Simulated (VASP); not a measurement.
# G0W0 gap of AlN against strain, part 2 of 4

Wanted: the deformation potential of the gap of AlN, from G0W0. The cell is of the zinc-blende type, one of the forms listed for this formula, which need not be the common one. The start is a computed cell from the Materials Project.

VASP 6.6.1, plane waves and PAW; the level of theory is named at each step.

So far, gap on the k-mesh (eV): step 3 (empty bands) 3.31.

## 4. G0W0

This step: G0W0 on PBE; plane waves and PAW (Al_GW, N_GW) (VASP 6.6.1).

One pass of GW corrects the levels to first order, with G and W from the starting orbitals.

The input, INCAR:

```
SYSTEM = AlN
PREC = Accurate
ENCUT = 450
ISMEAR = 0
SIGMA = 0.01
LREAL = .FALSE.
GGA = PE
NBANDS = 88
ALGO = EVGW0
NELMGW = 1
ENCUTGW = 150
NOMEGA = 48
PRECFOCK = Fast
NBANDSGW = 16
LWAVE = .FALSE.
LCHARG = .FALSE.
```

The input, POSCAR:

```
AlN
1.0
    0.0000000000      2.1839935596      2.1839935596
    2.1839935596      0.0000000000      2.1839935596
    2.1839935596      2.1839935596      0.0000000000
Al N
1 1
Direct
    0.0000000000      0.0000000000      0.0000000000
    0.2500000000      0.2500000000      0.2500000000
```

The input, KPOINTS:

```
Automatic mesh
0
Gamma
6 6 6
0 0 0
```

Potentials, in the order of the species: Al_GW and N_GW (PBE family, release 64).

Command:

```console
> mpirun -np 8 vasp_std
```

Log:

```text
[banner, memory and clock lines left out]
running    8 mpi-ranks, on    1 nodes
 distrk:  each k-point on    8 cores,    1 groups
 distr:  one band on    1 cores,    8 groups

 POSCAR found type information on POSCAR AlN
 POSCAR found :  2 types and       2 ions
 [... a notice as in an earlier step ...]

|                                                                             |
|           W    W    AA    RRRRR   N    N  II  N    N   GGGG   !!!           |
|           W    W   A  A   R    R  NN   N  II  NN   N  G    G  !!!           |
|           W    W  A    A  R    R  N N  N  II  N N  N  G       !!!           |
|           W WW W  AAAAAA  RRRRR   N  N N  II  N  N N  G  GGG   !            |
|           WW  WW  A    A  R   R   N   NN  II  N   NN  G    G                |
|           W    W  A    A  R    R  N    N  II  N    N   GGGG   !!!           |
|                                                                             |
|     The default for ENCUTGWSOFT is different in this version of VASP.       |
|     please manually set ENCUTGWSOFT =150 in the INCAR file.                 |
|                                                                             |

 LDA part: xc-table for (Slater+PW92), standard interpolation
 found WAVECAR, reading the header
 POSCAR, INCAR and KPOINTS ok, starting setup
 FFT: planning ... GRIDC
 FFT: planning ... GRID_SOFT
 FFT: planning ... GRID
 reading WAVECAR
 the WAVECAR file was read successfully
 initial charge from wavefunction
 available memory per node:     64.17 GB, setting MAXMEM to     65706

 The Fermi energy was updated, please check that it is located mid-gap
 values below the HOMO (VB) or above the LUMO (CB) will cause erroneous energies
 E-fermi :   6.6098

 calculate exact exchange contribution
 the WAVEDER file was read successfully
energies w=
    0.000    0.000    0.729    0.000    1.454    0.000    2.174    0.000
    2.886    0.000    3.587    0.000    4.277    0.000    4.955    0.000
    5.620    0.000    6.272    0.000    6.913    0.000    7.544    0.000
    8.166    0.000    8.780    0.000    9.389    0.000    9.994    0.000
   10.598    0.000   11.203    0.000   11.813    0.000   12.429    0.000
   13.055    0.000   13.694    0.000   14.351    0.000   15.028    0.000
   15.732    0.000   16.466    0.000   17.238    0.000   18.055    0.000
   18.926    0.000   19.860    0.000   20.871    0.000   21.973    0.000
   23.185    0.000   24.531    0.000   26.043    0.000   27.759    0.000
   29.730    0.000   32.028    0.000   34.748    0.000   38.028    0.000
   42.066    0.000   47.166    0.000   53.814    0.000   62.838    0.000
   75.770    0.000   95.804    0.000  130.883    0.000  207.746    0.000
 responsefunction array rank=      96
 LDA part: xc-table for (Slater+PW92), standard interpolation

 min. memory requirement per mpi rank    107.6 MB, per node    861.0 MB

 allocating   6 responsefunctions rank=    96
 shmem allocating  48 responsefunctions rank=    96
 response function shared by NCSHMEM nodes    1
 Doing            6  frequencies on each core in blocks of           48
NQ=   1    0.0000    0.0000    0.0000,
|.........|.........|.........|.........|.........|.........|.........|.........
 performed        190000 updates of chi_q(r,r)
 total number of BLAS operations         12.05 Gflops
NQ=   2    0.1667    0.0000    0.0000,
|.........|.........|.........|.........|.........|.........|.........|.........
 performed        571000 updates of chi_q(r,r)
 total number of BLAS operations         33.09 Gflops
NQ=   3    0.3333    0.0000    0.0000,
|.........|.........|.........|.........|.........|.........|.........|.........
 performed        952000 updates of chi_q(r,r)
 total number of BLAS operations         58.93 Gflops
NQ=   4    0.5000    0.0000    0.0000,
|.........|.........|.........|.........|.........|.........|.........|.........
 performed       1266000 updates of chi_q(r,r)
 total number of BLAS operations         79.29 Gflops
NQ=   5    0.1667    0.1667    0.0000,
|.........|.........|.........|.........|.........|.........|.........|.........
 performed       1647000 updates of chi_q(r,r)
 total number of BLAS operations        101.35 Gflops
NQ=   6    0.3333    0.1667    0.0000,
|.........|.........|.........|.........|.........|.........|.........|.........
 performed       2270000 updates of chi_q(r,r)
 total number of BLAS operations        137.41 Gflops
NQ=   7    0.5000    0.1667    0.0000,
|.........|.........|.........|.........|.........|.........|.........|.........
 performed       2893000 updates of chi_q(r,r)
 total number of BLAS operations        173.47 Gflops
NQ=   8   -0.3333    0.1667    0.0000,
|.........|.........|.........|.........|.........|.........|.........|.........
 performed       3516000 updates of chi_q(r,r)
 total number of BLAS operations        209.53 Gflops
NQ=   9   -0.1667    0.1667    0.0000,
|.........|.........|.........|.........|.........|.........|.........|.........
 performed       4049000 updates of chi_q(r,r)
 total number of BLAS operations        241.85 Gflops
NQ=  10    0.3333    0.3333    0.0000,
|.........|.........|.........|.........|.........|.........|.........|.........
 performed       4430000 updates of chi_q(r,r)
 total number of BLAS operations        263.40 Gflops
NQ=  11    0.5000    0.3333    0.0000,
|.........|.........|.........|.........|.........|.........|.........|.........
 performed       5053000 updates of chi_q(r,r)
 total number of BLAS operations        302.93 Gflops
NQ=  12   -0.3333    0.3333    0.0000,
|.........|.........|.........|.........|.........|.........|.........|.........
 performed       5586000 updates of chi_q(r,r)
 total number of BLAS operations        336.75 Gflops
NQ=  13    0.5000    0.5000    0.0000,
|.........|.........|.........|.........|.........|.........|.........|.........
 performed       5860000 updates of chi_q(r,r)
 total number of BLAS operations        355.35 Gflops
NQ=  14    0.5000    0.3333    0.1667,
|.........|.........|.........|.........|.........|.........|.........|.........
 performed       6568000 updates of chi_q(r,r)
 total number of BLAS operations        397.26 Gflops
NQ=  15   -0.3333    0.3333    0.1667,
|.........|.........|.........|.........|.........|.........|.........|.........
 performed       7231000 updates of chi_q(r,r)
 total number of BLAS operations        442.18 Gflops
NQ=  16   -0.3333    0.5000    0.1667,
|.........|.........|.........|.........|.........|.........|.........|.........
 performed       7767000 updates of chi_q(r,r)
 total number of BLAS operations        478.51 Gflops
 resolving degeneracies of screened two electron integrals

 calculate QP shifts <psi_nk| G(iteration)W_0 |psi_nk>: iteration 1
 entering main loop
```

Wall time 85 s (8 MPI ranks of Intel Xeon Platinum 8259CL at 2.50GHz (Skylake/Cascade Lake), shared host); peak memory 1.4 GiB.

Parts of OUTCAR (step 4):

```text
The static configuration has the point symmetry T_d .

 Found     16 irreducible k-points:

   k-points           NKPTS =     16   k-points in BZ     NKDIM =    216   number of bands    NBANDS=     88

   NELECT =       8.0000    total number of electrons

 E-fermi :   6.6098

 QP shifts <psi_nk| G(iteration)W_0 |psi_nk>: iteration 1
 for sc-GW calculations column KS-energies equals QP-energies in previous step
 and V_xc(KS)=  KS-energies - (<T + V_ion + V_H > + <T+V_H+V_ion>^1  + <V_x>^1)
 k-point   1 :       0.0000    0.0000    0.0000
  band No.  KS-energies  QP-energies   sigma(KS)   V_xc(KS)     V^pw_x(r,r')   Z            occupation Imag(sigma)
      1     -10.0369     -11.5418     -16.8699     -14.7944     -24.7739       0.7251       2.0000       1.2757
      2       4.9525       4.0852     -17.8773     -16.7599     -20.7766       0.7762       2.0000       0.0942
      3       4.9525       4.0852     -17.8773     -16.7599     -20.7766       0.7762       2.0000       0.0942
      4       4.9525       4.0852     -17.8773     -16.7599     -20.7766       0.7762       2.0000       0.0942
      5       9.1393       9.8692     -11.6019     -12.5058      -7.8648       0.8075       0.0000      -0.0569
      6      17.5014      18.4613      -9.0778     -10.2759      -4.0489       0.8012       0.0000      -0.1251
      7      17.5014      18.4613      -9.0778     -10.2759      -4.0489       0.8012       0.0000      -0.1251
      8      17.5014      18.4613      -9.0778     -10.2759      -4.0489       0.8012       0.0000      -0.1251
    ...

 k-point   2 :       0.1667    0.0000    0.0000
  band No.  KS-energies  QP-energies   sigma(KS)   V_xc(KS)     V^pw_x(r,r')   Z            occupation Imag(sigma)
      1      -9.6397     -11.1105     -17.0414     -15.0025     -24.8824       0.7214       2.0000       1.2191
      2       3.0965       2.0634     -16.4954     -15.1461     -19.5751       0.7657       2.0000       0.1051
      3       4.8201       3.9334     -17.7976     -16.6541     -20.7257       0.7755       2.0000       0.0946
      4       4.8201       3.9334     -17.7976     -16.6541     -20.7257       0.7755       2.0000       0.0946
      5      10.5619      11.3974     -12.2151     -13.2611      -8.3273       0.7988       0.0000      -0.0610
      6      16.5923      17.5576      -9.7091     -10.9224      -4.7102       0.7956       0.0000      -0.1266
      7      17.6686      18.6127      -9.1456     -10.3306      -4.0135       0.7967       0.0000      -0.1463
      8      17.6686      18.6127      -9.1456     -10.3306      -4.0135       0.7967       0.0000      -0.1463
    ...

 k-point   3 :       0.3333    0.0000    0.0000
  band No.  KS-energies  QP-energies   sigma(KS)   V_xc(KS)     V^pw_x(r,r')   Z            occupation Imag(sigma)
      1      -8.6540     -10.0796     -17.6379     -15.6658     -25.3219       0.7228       2.0000       1.0837
      2       0.3998      -0.8277     -15.1899     -13.5248     -18.9720       0.7372       2.0000       0.1649
      3       4.5801       3.6627     -17.6799     -16.4920     -20.6652       0.7722       2.0000       0.0957
      4       4.5801       3.6627     -17.6799     -16.4920     -20.6652       0.7722       2.0000       0.0957
      5      11.9551      12.8195     -11.0912     -12.1702      -6.7842       0.8011       0.0000      -0.0759
      6      15.3477      16.3215     -11.1419     -12.4060      -6.0140       0.7703       0.0000      -0.1406
      7      16.6777      17.5067      -8.8776      -9.9107      -3.9007       0.8024       0.0000      -0.1386
      8      16.6777      17.5067      -8.8776      -9.9107      -3.9007       0.8024       0.0000      -0.1386
    ...

[... 7 parts as in an earlier step ...]

[... 5 further parts left out ...]
```

This step gave:

- quasiparticle gap on the mesh: 4.628 eV
- smallest direct quasiparticle gap on the mesh: 5.784 eV
- gap of the starting orbitals on the mesh: 3.315 eV

GW takes the gap from 3.315 to 4.628 eV. The value holds for 88 bands, ENCUTGW = 150 eV and this mesh, and isn't shown to be converged in them.

## 5. Ground state of a strained cell, scale 0.94

This step: PBE; plane waves and PAW (Al_GW, N_GW) (VASP 6.6.1).

The volume is scaled by 0.94, at the same cutoff, mesh and band count, and the chain is run again.

The input, INCAR:

```
SYSTEM = AlN
PREC = Accurate
ENCUT = 450
EDIFF = 1E-08
NELM = 100
ISMEAR = 0
SIGMA = 0.01
LREAL = .FALSE.
ALGO = Normal
GGA = PE
NBANDS = 10
LORBIT = 11
LWAVE = .TRUE.
LCHARG = .FALSE.
KPAR = 8
```

The input, POSCAR:

```
AlN
1.0
    0.0000000000      2.1394097525      2.1394097525
    2.1394097525      0.0000000000      2.1394097525
    2.1394097525      2.1394097525      0.0000000000
Al N
1 1
Direct
    0.0000000000      0.0000000000      0.0000000000
    0.2500000000      0.2500000000      0.2500000000
```

KPOINTS is that of step 4.

Command:

```console
> mpirun -np 8 vasp_std
```

Log:

```text
[banner, memory and clock lines left out]
running    8 mpi-ranks, on    1 nodes
 distrk:  each k-point on    1 cores,    8 groups
 distr:  one band on    1 cores,    1 groups

 POSCAR found type information on POSCAR AlN
 POSCAR found :  2 types and       2 ions
 [... a notice as in an earlier step ...]

 LDA part: xc-table for (Slater+PW92), standard interpolation
 POSCAR, INCAR and KPOINTS ok, starting setup
 FFT: planning ... GRIDC
 FFT: planning ... GRID_SOFT
 FFT: planning ... GRID
 WAVECAR not read
 entering main loop
       N       E                     dE             d eps       ncg     rms          rms(c)
DAV:   1     0.143431120222E+02    0.14343E+02   -0.44047E+03   336   0.661E+02
DAV:   2    -0.164092715915E+02   -0.30752E+02   -0.28828E+02   382   0.177E+02
DAV:   3    -0.172541087587E+02   -0.84484E+00   -0.84360E+00   382   0.246E+01
DAV:   4    -0.172594886570E+02   -0.53799E-02   -0.53792E-02   414   0.243E+00
DAV:   5    -0.172595836656E+02   -0.95009E-04   -0.95008E-04   406   0.281E-01    0.880E+00
DAV:   6    -0.148055048031E+02    0.24541E+01   -0.12025E+01   426   0.254E+01    0.217E+00
DAV:   7    -0.147791849215E+02    0.26320E-01   -0.11817E-01   366   0.267E+00    0.141E+00
DAV:   8    -0.147718870424E+02    0.72979E-02   -0.24841E-02   344   0.270E+00    0.170E-01
DAV:   9    -0.147717006010E+02    0.18644E-03   -0.13932E-03   472   0.322E-01    0.643E-02
DAV:  10    -0.147718173243E+02   -0.11672E-03   -0.13787E-04   352   0.899E-02    0.142E-02
DAV:  11    -0.147718157133E+02    0.16110E-05   -0.73611E-06   426   0.255E-02    0.207E-03
DAV:  12    -0.147718159329E+02   -0.21965E-06   -0.26026E-07   366   0.471E-03    0.534E-04
DAV:  13    -0.147718159092E+02    0.23693E-07   -0.32675E-09   256   0.463E-04    0.517E-05
DAV:  14    -0.147718159099E+02   -0.69286E-09   -0.33138E-10   210   0.206E-04
   1 F= -.14771816E+02 E0= -.14771816E+02  d E =-.350420E-15
 writing wavefunctions
```

Run time: 3.4 s. Hardware: 8 MPI ranks; peak memory 1.1 GiB; 21 s of CPU time.

OUTCAR, selected parts (step 5):

```text
   ENCUT  =  450.0 eV  33.07 Ry    5.75 a.u.   5.23  5.23  5.23*2*pi/ulx,y,z

   NELECT =       8.0000    total number of electrons

 E-fermi :   5.5400

 k-point     1 :       0.0000    0.0000    0.0000
  band No.  band energies     occupation
      1      -9.8710      2.00000
      2       5.4889      2.00000
      3       5.4889      2.00000
      4       5.4889      2.00000
      5      10.2318      0.00000
      6      18.6607      0.00000
      7      18.6607      0.00000
      8      18.6607      0.00000
      9      23.6718      0.00000
    ...

  Total        2.0782216      2.0782216      2.0782216      0.0000000      0.0000000      0.0000000
  in kB      170.0162897    170.0162897    170.0162897      0.0000000      0.0000000      0.0000000
  external PRESSURE =     170.0162897 kB  Pullay stress =       0.0000000 kB

 POSITION                                       TOTAL-FORCE (eV/Angst)
 -----------------------------------------------------------------------------------
      0.00000      0.00000      0.00000        -0.000000     -0.000000     -0.000000
      1.06970      1.06970      1.06970         0.000000      0.000000      0.000000
 -----------------------------------------------------------------------------------
    total drift:                               -0.000000     -0.000000     -0.000000

  FREE ENERGIE OF THE ION-ELECTRON SYSTEM (eV)
  ---------------------------------------------------
  free  energy   TOTEN  =       -14.7718159099 eV

  energy  without entropy=      -14.7718159099  energy(sigma->0) =      -14.77181591

[... 4 parts as in an earlier step ...]

[... 12 further parts left out ...]
```

Numbers from this step:

- free energy (TOTEN): -14.77 eV
- Fermi energy: 5.54 eV
- pressure: 17.00 GPa
- gap on the k-mesh: 3.342 eV
- least direct gap on the k-mesh: 4.743 eV

The run ends at a pressure of 17.00 GPa.

## 6. Empty bands, scale 0.94

The empty bands are made again, for the run that follows.

The input, INCAR:

```
SYSTEM = AlN
PREC = Accurate
ENCUT = 450
ISMEAR = 0
SIGMA = 0.01
LREAL = .FALSE.
GGA = PE
NBANDS = 88
ALGO = Exact
NELM = 1
LWAVE = .TRUE.
LCHARG = .FALSE.
LOPTICS = .TRUE.
NEDOS = 1000
CSHIFT = 0.1
```

POSCAR is that of step 5.

KPOINTS is that of step 5.

Command:

```console
> mpirun -np 8 vasp_std
```

Log:

```text
[... set-up lines as in an earlier step ...]
 entering main loop
       N       E                     dE             d eps       ncg     rms          rms(c)
DIA:   1    -0.147718159096E+02   -0.14772E+02    0.00000E+00     0   0.000E+00
   1 F= -.14771816E+02 E0= -.14771816E+02  d E =-.228414-105
 writing wavefunctions
 optical routines
 imaginary and real dielectric function
 recalculating local potential from charge density
 direction            1
 direction            2
 direction            3
```

It took 4 s on 8 MPI ranks; peak memory 0.9 GiB; 24 s of CPU time.

OUTCAR, selected parts (step 6):

```text
  Total        2.0781064      2.0781064      2.0781064     -0.0000000     -0.0000000      0.0000000
  in kB      170.0068661    170.0068661    170.0068661     -0.0000000     -0.0000000      0.0000000
  external PRESSURE =     170.0068661 kB  Pullay stress =       0.0000000 kB

 POSITION                                       TOTAL-FORCE (eV/Angst)
 -----------------------------------------------------------------------------------
      0.00000      0.00000      0.00000         0.000000      0.000000      0.000000
      1.06970      1.06970      1.06970        -0.000000     -0.000000     -0.000000
 -----------------------------------------------------------------------------------
    total drift:                               -0.000000     -0.000000     -0.000000

  FREE ENERGIE OF THE ION-ELECTRON SYSTEM (eV)
  ---------------------------------------------------
  free  energy   TOTEN  =       -14.7718159096 eV

  energy  without entropy=      -14.7718159096  energy(sigma->0) =      -14.77181591

[... 2 parts as in an earlier step ...]

[... 1 further part left out ...]
[key lines of the parts left out:]
E-fermi :   5.6418
```

[end of part 2 of 4]

[Lines on the potential files, build, host, timing and source positions are cut from VASP's logs without a mark.]

[Logs are printed without paths, hosts, clocks, repeated set-up lines and the standing remarks that a program may print on its own settings, such as how far it seeks lower states.]

[Hosts, paths, dates, database ids (printed as entryN), source tags and the programs' standing remarks are cut or masked in the printed files.]

[Pressures printed for these runs are not shown converged in the cutoff: they can be off by several GPa and have the wrong sign.]

[In band tables of VASP the shares of atoms and orbitals are scaled to a sum of 1 inside the atoms' spheres.]
